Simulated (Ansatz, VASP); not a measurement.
# Co (Cobalt) in two plane-wave programs

One calculation is typed for both programs; each brings its own data sets. How far apart do they land? The cell is taken from a series of runs on this material, whose earlier steps may have relaxed, scaled, displaced or heated it; both programs get it as it stands.

Program: Ansatz 0.2.0. Level of theory: plane waves, with VASP 6.6.1 beside it; relaxation of cell and atoms at r2SCAN. Results are calculated unless marked as measured.

In doubt: warnings of the run leave room for a lower electronic state, so energies may not be the lowest and differences between runs may mislead.

### 1. The structure

Symmetry: P6_3/mmc, No. 194, hexagonal system. The conventional cell has a = 2.507 Å, b = 2.507 Å, c = 4.070 Å, α = 90.00°, β = 90.00°, γ = 120.00°. Co has 12 Co at 2.50 to 2.51 Å nearest.

As a file:

```cif
data_structure
_symmetry_space_group_name_H-M 'P 1'
_symmetry_Int_Tables_number 1
_cell_length_a 2.5074
_cell_length_b 2.5074
_cell_length_c 4.0699
_cell_angle_alpha 90.000
_cell_angle_beta 90.000
_cell_angle_gamma 120.000
_cell_volume 22.16
loop_
_atom_site_label
_atom_site_type_symbol
_atom_site_fract_x
_atom_site_fract_y
_atom_site_fract_z
_atom_site_occupancy
Co1 Co 0.33333 0.66667 0.25000 1
Co2 Co 0.66667 0.33333 0.75000 1
```

### 2. Ansatz: relaxation of cell and atoms, r2SCAN

Ansatz runs on its default PAW (the set named soft_2) files.

The relaxed volume is the usual yardstick between codes: in a stiff, nearly cubic crystal its relative difference is about their pressure difference at one cell divided by the bulk modulus.

Input file input.yaml:

```yaml
crystal:
  lattice:
    - [2.5074, 0.0, 0.0]
    - [-1.2537, 2.1714720974, 0.0]
    - [0.0, 0.0, 4.0699]
  atoms:
    - { symbol: Co, position: [0.3333333333, 0.6666666667, 0.25], spin: 3.0 }
    - { symbol: Co, position: [0.6666666667, 0.3333333333, 0.75], spin: -3.0 }
kpoints:
  mp_grid: { grid: [18, 18, 10] }
hamiltonian:
  xc: r2scan
scf:
  occupations: { method: gaussian, width: 0.1 }
output:
  forces: true
  stress: true
  eigenvalues: true
  populations: true
magnetization:
  spin_polarized: true
relax:
  adjacent_minimum: "off"
  f_tol: 0.005
  max_steps: 60
  cell: { stress_tol: 0.03 }
```

The run is started by

```sh
> ansatz run input.yaml --threads 4 --pin off --max-ram 8192MiB --backend cpu --events-out ev --progress --plain --runs-dir out
```

Numbers of over 12 decimals in the logs are rounded to 6 here.

The program printed:

```text
Engine: ansatz 0.2.0, aarch64-unknown-linux-gnu
Pseudopotentials: kind: paw
Pseudopotential: Co, paw, valence charge 17, recommended cutoff 500 eV (meta_gga), Co.paw.azcp
Functional definition: r2SCAN
  parameter k0 = 0.174
  parameter k1 = 0.065
  parameter a1 = 4.9479
  exchange = r2scan_x(k0 = k0, k1 = k1, a1 = a1)
  correlation = r2scan_c
Crystal: 2 atoms, lattice volume = 22.160 Å³
Basis set: ecut = 500 eV, 573 PW (Γ), exchange–correlation on 80×80×120 points (64 copies of the dense FFT grid, shifted against one another)
Bands: 24, of which v1, the nominal top of the filled ones, is band 17 counted from 1 (16 counted from 0)
Symmetry: 12 space group operations
Space group: P-6m2 (ITA 187), of the structure as read, at distance tolerance 2.8e-5 Å
Magnetic group: BNS 194.267 (UNI 1497), of the structure as read, at distance tolerance 2.8e-5 Å
k-points: 222 of 3240 (time reversal used)
Non-local potential: Co, projectors of the file, l = 0: 3, l = 1: 2, l = 2: 3, l = 3: 1
PAW form: soft (Blöchl's): semilocal exchange-correlation on the pseudo side does not see the compensation charge
PAW frozen core: Co, regenerated for the run's functional (the file was generated under x = pbe(κ = 0.804, μ = 0.219515), c = pbe(β = 0.066725))
PAW one-centre angular grid: Co, 590 points (default); XC on 160 Gauss nodes
Initial density: superposition of atomic densities (chi_scale 0.1, normalization cell)
Starting moments: Σ|m| = 6 μB on 2 of 2 sites
Starting magnetic order: antiferromagnet; an inversion exchanges its spin sublattices: spin-degenerate at every k-point
Initial wavefunctions: pseudopotential atomic-orbital guess
Functional: x = r2scan, c = r2scan; τ floored in thin density (d = 2e-4 eV/Å³)
SCF iter   1: F=—  HF=-10260.995519 eV  |F-HF|=—  |Δ(HF+E_count)|=         —  Δρ=7.39e-2 (↑7.39e-2 ↓7.39e-2)  dr2=2.20e0  dr2_τ=2.49e-2  dr2_m=2.73e-1  M=-0.000 μB ∫|m|=4.980 μB  β_m=0.30  ethr=3.10e-3  ⟨swp⟩=5.4  Hψ=40477  notcnv=0  defer=122
Mixer restart at iter 1: flushing history
preconditioner: auto → none  [metal: Δε(μ)=0.014 eV  Ē_g=11.423 eV  σ=0.100 eV  W_gap=0.08  n_scr=8 (ndim 8)  ℏωp=33.5 eV  f_vac=0.000  D(μ)=1.99/eV (n_scr^D=22)  sad-step TF]
SCF iter   2: F=—  HF=-10260.586805 eV  |F-HF|=—  |Δ(HF+E_count)|=   4.09e-1  Δρ=4.23e-2 (↑4.23e-2 ↓4.23e-2)  dr2=2.15e-1  dr2_τ=1.80e-2  dr2_m=2.82e-1  M=-0.000 μB ∫|m|=4.795 μB  β_m=0.30  ethr=3.10e-3  ⟨swp⟩=2.8  Hψ=19829  notcnv=0  defer=778  κ⁻¹=1.0e0(r=1)
SCF iter   3: F=—  HF=-10261.567133 eV  |F-HF|=—  |Δ(HF+E_count)|=         —  Δρ=6.45e-2 (↑6.45e-2 ↓6.45e-2)  dr2=2.24e-1  dr2_τ=1.28e-2  dr2_m=7.51e-1  M=0.000 μB ∫|m|=4.331 μB  β_m=1.00  ethr=6.32e-4  ⟨swp⟩=2.0  Hψ=13580  notcnv=0  defer=772
Mixer restart at iter 3: flushing history
SCF iter   4: F=—  HF=-10262.878119 eV  |F-HF|=—  |Δ(HF+E_count)|=    1.31e0  Δρ=8.44e-2 (↑8.44e-2 ↓8.44e-2)  dr2=3.28e0  dr2_τ=7.79e-3  dr2_m=1.17e-1  M=-0.000 μB ∫|m|=3.979 μB  β_m=0.30  ethr=1.47e-4  ⟨swp⟩=2.9  Hψ=24385  notcnv=0  defer=790
SCF iter   5: F=—  HF=-10262.392158 eV  |F-HF|=—  |Δ(HF+E_count)|=   4.86e-1  Δρ=2.42e-2 (↑2.42e-2 ↓2.42e-2)  dr2=1.43e-2  dr2_τ=2.12e-2  dr2_m=1.05e-1  M=-0.000 μB ∫|m|=3.961 μB  β_m=0.30  ethr=1.47e-4  ⟨swp⟩=3.7  Hψ=29300  notcnv=0  defer=798  κ⁻¹=1.0e0(r=1)
SCF iter   6: F=—  HF=-10262.398175 eV  |F-HF|=—  |Δ(HF+E_count)|=   6.02e-3  Δρ=1.90e-2 (↑1.90e-2 ↓1.90e-2)  dr2=2.78e-2  dr2_τ=2.54e-3  dr2_m=6.58e-2  M=-0.000 μB ∫|m|=3.932 μB  β_m=0.30  ethr=4.20e-5  ⟨swp⟩=2.0  Hψ=22935  notcnv=0  defer=790  κ⁻¹=5.6e-3(r=2)
SCF iter   7: F=—  HF=-10262.431654 eV  |F-HF|=—  |Δ(HF+E_count)|=   3.35e-2  Δρ=1.12e-2 (↑1.12e-2 ↓1.12e-2)  dr2=2.72e-3  dr2_τ=8.65e-4  dr2_m=2.47e-2  M=-0.000 μB ∫|m|=3.873 μB  β_m=0.30  ethr=4.20e-5  ⟨swp⟩=2.0  Hψ=16584  notcnv=0  defer=790  κ⁻¹=1.8e-3(r=3)
SCF iter   8: F=—  HF=-10262.442043 eV  |F-HF|=—  |Δ(HF+E_count)|=   1.04e-2  Δρ=2.20e-3 (↑2.20e-3 ↓2.20e-3)  dr2=2.74e-3  dr2_τ=2.72e-5  dr2_m=1.70e-4  M=-0.000 μB ∫|m|=3.789 μB  β_m=0.30  ethr=7.99e-6  ⟨swp⟩=2.0  Hψ=20528  notcnv=0  defer=790  κ⁻¹=1.7e-5(r=4)
[...]
SCF 7 converged in 5 iterations: F = -10262.572245 eV  dr2 = 1.29e-9
relax step   7: F+E_penalty+E_count = -10262.57224537 eV  Δ(F+E_penalty+E_count) = +6.883e-7 eV  max|allowed force component| = 4.395e-17 eV/Å  Δτ_max = 0.0000 Å  P = -0.001 GPa  Ω = 22.301 Å³  energy of the carried Pulay correction = -1.673e-6 eV  (5 SCF iters, dr2 threshold 7.59e-9 eV, accepted)
iter 1 solved again at ethr=5.96e-9 eV; its pass at ethr=3.10e-3 eV (dr2=2.03e-6 eV) is discarded
SCF iter   1: F=—  HF=-10262.572248 eV  |F-HF|=—  |Δ(HF+E_count)|=         —  Δρ=1.18e-5 (↑1.18e-5 ↓1.18e-5)  dr2=5.92e-8  dr2_τ=2.62e-10  dr2_m=1.43e-9  M=-0.000 μB ∫|m|=3.999 μB  β_m=0.30  ethr=5.96e-9  ⟨swp⟩=4.0  Hψ=76123  notcnv=0
SCF iter   2: F=—  HF=-10262.572248 eV  |F-HF|=—  |Δ(HF+E_count)|=   1.22e-7  Δρ=1.05e-5 (↑1.05e-5 ↓1.05e-5)  dr2=5.06e-8  dr2_τ=4.62e-10  dr2_m=4.49e-10  M=-0.000 μB ∫|m|=3.999 μB  β_m=0.30  ethr=1.74e-10  ⟨swp⟩=2.0  Hψ=15105  notcnv=0  κ⁻¹=1.0e0(r=1)
SCF iter   3: F=—  HF=-10262.572248 eV  |F-HF|=—  |Δ(HF+E_count)|=   1.06e-8  Δρ=5.66e-6 (↑5.64e-6 ↓5.66e-6)  dr2=1.35e-8  dr2_τ=5.58e-11  dr2_m=8.39e-10  M=-0.000 μB ∫|m|=3.999 μB  β_m=0.30  ethr=1.49e-10  ⟨swp⟩=1.0  Hψ=10778  notcnv=0  κ⁻¹=3.6e-3(r=2)
SCF iter   4: F=—  HF=-10262.572248 eV  |F-HF|=—  |Δ(HF+E_count)|=   1.89e-9  Δρ=4.29e-6 (↑4.27e-6 ↓4.29e-6)  dr2=7.08e-9  dr2_τ=3.86e-11  dr2_m=8.13e-10  M=-0.000 μB ∫|m|=3.999 μB  β_m=0.30  ethr=3.96e-11  ⟨swp⟩=1.0  Hψ=10656  notcnv=0  κ⁻¹=8.5e-5(r=3)
SCF iter   5: F=—  HF=-10262.572248 eV  |F-HF|=—  |Δ(HF+E_count)|=  9.60e-10  Δρ=3.14e-6 (↑3.12e-6 ↓3.14e-6)  dr2=3.40e-9  dr2_τ=2.63e-11  dr2_m=6.06e-10  M=0.000 μB ∫|m|=3.999 μB  β_m=0.30  ethr=2.08e-11  ⟨swp⟩=1.0  Hψ=10656  notcnv=0  κ⁻¹=3.3e-5(r=4)
SCF iter   6: F=—  HF=-10262.572248 eV  |F-HF|=—  |Δ(HF+E_count)|=  7.44e-10  Δρ=9.04e-7 (↑8.71e-7 ↓9.04e-7)  dr2=2.74e-10  dr2_τ=2.47e-12  dr2_m=3.27e-11  M=0.000 μB ∫|m|=3.999 μB  β_m=0.30  ethr=1.00e-11  ⟨swp⟩=2.1  Hψ=15772  notcnv=0  κ⁻¹=2.4e-6(r=5)
SCF iter   7: F=—  HF=-10262.572248 eV  |F-HF|=—  |Δ(HF+E_count)|=  7.09e-11  Δρ=3.42e-7 (↑3.42e-7 ↓3.37e-7)  dr2=2.51e-11  dr2_τ=5.72e-13  dr2_m=1.02e-11  M=0.000 μB ∫|m|=3.999 μB  β_m=0.44  ethr=1.00e-12  ⟨swp⟩=2.6  Hψ=15786  notcnv=0  κ⁻¹=1.9e-6(r=6)
SCF iter   8: F=—  HF=-10262.572248 eV  |F-HF|=—  |Δ(HF+E_count)|=  7.28e-12  Δρ=1.28e-7 (↑1.28e-7 ↓1.15e-7)  dr2=3.83e-12  dr2_τ=5.00e-14  dr2_m=1.11e-12  M=0.000 μB ∫|m|=3.999 μB  β_m=0.36  ethr=1.00e-12  ⟨swp⟩=1.0  Hψ=10656  notcnv=0  κ⁻¹=1.0e-6(r=7)
SCF iter   9: F=-10262.572248 eV  HF=-10262.572248 eV  |F-HF|=1.82e-12  |Δ(HF+E_count)|=  1.82e-12  Δρ=4.86e-8 (↑4.86e-8 ↓2.10e-8)  dr2=7.68e-13  dr2_τ=4.03e-15  dr2_m=8.55e-14  M=-0.000 μB ∫|m|=3.999 μB  ethr=1.00e-12  ⟨swp⟩=4.0  Hψ=41466  notcnv=0
SCF 8 converged in 9 iterations: F = -10262.572248 eV  dr2 = 7.68e-13
relax step   8: F+E_penalty+E_count = -10262.57224775 eV  Δ(F+E_penalty+E_count) = -2.376e-6 eV  max|allowed force component| = 3.932e-17 eV/Å  Δτ_max = 0.0000 Å  P = -0.000 GPa  Ω = 22.301 Å³  stress off target by 8.11e-4 GPa  SCF on the basis re-selected at this cell (its energy is not comparable with the rows above)  (9 SCF iters)
basis re-selected at this cell: Δ(F+E_penalty+E_count) = -2.376e-6 eV, ΔP = +0.000 GPa vs the last step (what re-selecting the basis moved, of the pressure what is left beyond the Pulay correction that the steps carried, after the strain that the cell walked since its last selection, with what the two solves' SCF thresholds leave and, on support functions, any second-order correction that the steps lacked; it is no m [...]
WARN: an SCF from ferromagnetic starting moments (-3.00, -3.00 Bohr magnetons, atom by atom) was not made, by what the run has read of turns of its moments that order reads lower: the deck asks for what bars it, or types moments that do (magnetization.spin_polarized, in the input reference, names some of the keys), or the run goes by scf.lower_state_search: light, the default, which as a rule tries one only behind a  [...]
SCF converged after 9 iterations
Stability not checked: this state was not tested for a lower state beside it, because the mixer in use, unlike msr1, does not test its closes by its own steps (another_mixer; see scf.mixing.algorithm and scf.lower_state_search)
Magnetization: -0.0000 μB (17.0000 up, 17.0000 down)
Absolute magnetization: 3.9987 μB (∫|ρ↑−ρ↓|, with the PAW one-centre terms)
Spin contamination: 1.8823 ħ² per cell (⟨S²⟩ above its minimum at these occupations)
Per-site moments (μB) at R_I (Å): [(1.909169, 1.004132), (-1.909169, 1.004132)]
Free energy (F): -10262.572248 eV
Harris-Foulkes:  -10262.572248 eV  (|F-HF|=1.82e-12)
Internal energy: -10262.565726 eV  (E = F + TS)
E sigma→0 (E₀):  -10262.568987 eV
Entropy (-TS):   -0.006521 eV (-3.261 meV/atom)
Fermi energy:    18.190010 eV
--- Per-component energies (eV) ---
  E_band       = -557.398676
  E_kinetic    = 905.824943
  E_local      = -5758.086346  (includes V_loc(G=0)·N_el)
  E_nonlocal   = 913.763955
  E_hartree    = 2412.547577
  E_xc         = -314.661721
  E_vxc        = -458.831614  (∫ρ·V_xc dr)
  E_paw        = -3047.871473  (= ΣΔE_a)
  E_vpaw       = -1014.477232  (= ΣTr[D̂ρ^β])
  E_aug_tail   = 0.000069  (compensation charges beyond the density's cutoff)
  E_vtau       = 29.312357  (kinetic-family band-sum trace: ∫τ·v_τ [+ j·A + Jᵃ·Aᵃ] dr)
  E_ewald      = -5373.492317
  E_core_change = -0.590412  (= ΣΔE_core)
  E_smearing   = -0.006521  (= −TS)
  E_closure    = 0.000000  (closes the sum)
  Σ components = -10262.572248   (vs F -10262.572248, Δ=0.00e0)
--- Forces (eV/Å), atoms counted from 1 ---
  atom   1  Co     0.00000000     0.00000000     0.00000000
  atom   2  Co    -0.00000000    -0.00000000     0.00000000
  max |Σ_I F_I| component: 1.39e-17 eV/Å
--- Stress (GPa, compression-positive) ---
       -0.000811       0.000000      -0.000000
        0.000000      -0.000811      -0.000000
       -0.000000      -0.000000       0.000270
  P = ⅓ Tr σ = -0.0005 GPa (-0.005 kbar)
--- Band table (eV; the first three rows and the last of 444) ---
  k-point 0 ↑: bands = [... 13 lower, 15.7397, 15.7397, 16.5385, 17.3837, 17.3837, 19.6217, 19.6217, 23.3100, ... 3 higher]
  k-point 1 ↑: bands = [... 13 lower, 15.7352, 15.7352, 16.3200, 17.3925, 17.3925, 19.6210, 19.6210, 23.7864, ... 3 higher]
  k-point 2 ↑: bands = [... 13 lower, 15.7232, 15.7232, 15.9230, 17.4158, 17.4158, 19.6190, 19.6190, 25.0174, ... 3 higher]
  k-point 221 ↓: bands = [... 13 lower, 16.1783, 16.8790, 17.5490, 17.9080, 18.3856, 24.1547, 24.7856, 25.8546, ... 3 higher]
--- Relaxed structure (6 steps of the walk, 6 accepted, 2 SCFs on fresh bases) ---
  F+E_penalty+E_count = -10262.57224775 eV   max|allowed force component| = 3.932e-17 eV/Å   (the final SCF, on the basis selected at the relaxed cell)
  cell:  # Å, volume = 22.3007 Å³
    - [2.434258, 0.0, 0.0]
    - [-1.217129, 2.108130, 0.0]
    - [0.0, 0.0, 4.345656]
  atoms:
    - { symbol: Co, position: [0.333333, 0.666667, 0.25] }
    - { symbol: Co, position: [0.666667, 0.333333, 0.750000] }
--- Löwdin populations: 2 sites ---
  site symbol       q [e]    m [muB]
     0     Co     16.7428     1.8357
     1     Co     16.7428    -1.8357
  spilling = 0.015132 (of n_electrons = 34.000000)
```

(Part 1 of 2 ends here.)

[Lines on the potential files, build, host, timing and source positions are cut from VASP's logs without a mark.]

[Logs are printed without paths, hosts, clocks, repeated set-up lines and the standing remarks that a program may print on its own settings, such as how far it seeks lower states.]

[Hosts, paths, dates, database ids (printed as entryN), source tags and the programs' standing remarks are cut or masked in the printed files.]
